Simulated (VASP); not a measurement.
The input files of a VASP run:

**INCAR**
```
ALGO  =  Normal
EDIFF  =  1E-6
ENCUT  =  300
GGA  =  PE
ISIF  =  2
ISMEAR  =  0
LASPH  =  .TRUE.
LCHARG  =  .FALSE.
LMAXMIX  =  4
LREAL  =  .FALSE.
LWAVE  =  .FALSE.
NELM  =  100
PREC  =  Accurate
SIGMA  =  0.272
SYSTEM  =  Bi
```

File POSCAR:
```
Bi
1
    4.2270570000    -2.3084420000     0.0000000000
    4.2270570000     2.3084420000     0.0000000000
    2.9663910000     0.0000000000     3.7943960000
Bi
2
Direct
  0.2340000000   0.2340000000   0.2340000000
  0.7660000000   0.7660000000   0.7660000000
```

**KPOINTS**
```
Automatic mesh
0
Gamma
2 2 2
0 0 0
```

POTCAR, in this order: Bi_d (PBE.64 set). Program: vasp_std.

### Question
Write an equivalent input for Ansatz.

### Answer
One equivalent input (not run):
Ansatz 0.2 input:
```yaml
crystal:
  lattice:
    - [4.2270570, -2.3084420, 0.0000000]
    - [4.2270570, 2.3084420, 0.0000000]
    - [2.9663910, 0.0000000, 3.7943960]
  atoms:
    - { symbol: Bi, position: [0.2340000, 0.2340000, 0.2340000] }
    - { symbol: Bi, position: [0.7660000, 0.7660000, 0.7660000] }
kpoints:
  mp_grid: { grid: [2, 2, 2] }
hamiltonian:
  xc: pbe
  pseudopotentials: { kind: paw }
scf:
  occupations: { method: gaussian, width: 0.272 }
  max_iter: 100
output: { forces: true, stress: true, eigenvalues: true }
```
What does not carry over: each code has its own PAW files, so the cut-off isn't converted (ENCUT is set for VASP's; basis.ecutwfc is left out, and Ansatz then takes the one that its files recommend); Ansatz stops its SCF on the density residual and VASP on the energy change (EDIFF).

The structure is a typed Bi crystal. The cell was not relaxed at this level. The k-mesh is coarse (spacing up to 0.83 per Å, 2π included), so the numbers may not be converged in it. The run is one of a series of settings (KPOINTS 2×2×2 Γ-centred mesh against the base run), some of them coarse on purpose.
